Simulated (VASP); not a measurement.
Calculation: PBE GGA, VASP's PBE PAW potentials (set 64) (plane waves; VASP 6.6.1).

VASP input:

**KPOINTS**
```
Automatic mesh
0
Gamma
12 12 8
0 0 0
```

**INCAR**
```
SYSTEM = TiAl
PREC = Accurate
ENCUT = 480
EDIFF = 1E-7
NELM = 100
ALGO = Normal
LREAL = .FALSE.
LASPH = .TRUE.
ISMEAR = 1
SIGMA = 0.1
GGA = PE
LMAXMIX = 4
LWAVE = .FALSE.
LCHARG = .FALSE.
ISIF = 2
```

File POSCAR:
```
TiAl
1
    2.8233481733     0.0000000000     0.0000000000
    0.0000000000     2.8233481733     0.0000000000
    0.0000000000     0.0000000000     4.0598172652
Ti Al
1 1
Direct
  0.0000000000   0.0000000000   0.0000000000
  0.5000000000   0.5000000000   0.5000000000
```

POTCAR, in this order: Ti_sv Al (PBE.64 set). Program: vasp_std.

What VASP printed:

OSZICAR:
```
       N       E                     dE             d eps       ncg     rms          rms(c)
DAV:   1     0.850509047330E+02    0.85051E+02   -0.71270E+03  3080   0.130E+03
DAV:   2    -0.821981919666E+01   -0.93271E+02   -0.90798E+02  3122   0.324E+02
DAV:   3    -0.137742869724E+02   -0.55545E+01   -0.53188E+01  4872   0.772E+01
DAV:   4    -0.139833835332E+02   -0.20910E+00   -0.20720E+00  3954   0.129E+01
DAV:   5    -0.139932595019E+02   -0.98760E-02   -0.98692E-02  4463   0.251E+00    0.969E+00
DAV:   6    -0.125471340789E+02    0.14461E+01   -0.12621E+01  3849   0.385E+01    0.336E+00
DAV:   7    -0.124070061835E+02    0.14013E+00   -0.11918E+00  3568   0.117E+01    0.188E+00
DAV:   8    -0.123952943849E+02    0.11712E-01   -0.15411E-01  3527   0.441E+00    0.506E-01
DAV:   9    -0.123935795692E+02    0.17148E-02   -0.27065E-02  3744   0.219E+00    0.232E-01
DAV:  10    -0.123937468481E+02   -0.16728E-03   -0.16904E-03  3891   0.480E-01    0.525E-02
DAV:  11    -0.123937281595E+02    0.18689E-04   -0.39975E-04  4119   0.220E-01    0.444E-02
DAV:  12    -0.123937305612E+02   -0.24018E-05   -0.26050E-05  3606   0.569E-02    0.116E-02
DAV:  13    -0.123937301969E+02    0.36436E-06   -0.12152E-06  4303   0.108E-02    0.701E-03
DAV:  14    -0.123937303493E+02   -0.15236E-06   -0.65609E-07  3453   0.106E-02    0.107E-03
DAV:  15    -0.123937303635E+02   -0.14215E-07   -0.46164E-08  1799   0.225E-03
   1 F= -.12393730E+02 E0= -.12393936E+02  d E =0.617960E-03
```

OUTCAR:
```
------------------------ aborting loop because EDIFF is reached ----------------------------------------
  FORCE on cell =-STRESS in cart. coord.  units (eV):
  Direction    XX          YY          ZZ          XY          YZ          ZX
  --------------------------------------------------------------------------------------
  Total        0.0537126      0.0537126      0.0491155      0.0000000     -0.0000000      0.0000000
  in kB        2.6592046      2.6592046      2.4316109      0.0000000     -0.0000000      0.0000000
  external PRESSURE =       2.5833400 kB  Pullay stress =       0.0000000 kB
  volume of cell :       32.36
      direct lattice vectors                 reciprocal lattice vectors
     2.823348173  0.000000000  0.000000000     0.354189402  0.000000000  0.000000000
     0.000000000  2.823348173  0.000000000     0.000000000  0.354189402  0.000000000
     0.000000000  0.000000000  4.059817265     0.000000000  0.000000000  0.246316505
 POSITION                                       TOTAL-FORCE (eV/Angst)
 -----------------------------------------------------------------------------------
      0.00000      0.00000      0.00000         0.000000      0.000000      0.000000
      1.41167      1.41167      2.02991         0.000000      0.000000      0.000000
 -----------------------------------------------------------------------------------
    total drift:                               -0.000000      0.000000     -0.000000
  FREE ENERGIE OF THE ION-ELECTRON SYSTEM (eV)
  ---------------------------------------------------
  free  energy   TOTEN  =       -12.3937303635 eV

  energy  without entropy=      -12.3943483236  energy(sigma->0) =      -12.39393635
```
(Selected blocks of OUTCAR.)

The compound is TiAl in the L1_0 structure. It was relaxed first. The electron count is odd and the run is not spin-polarised, which forces a metal.
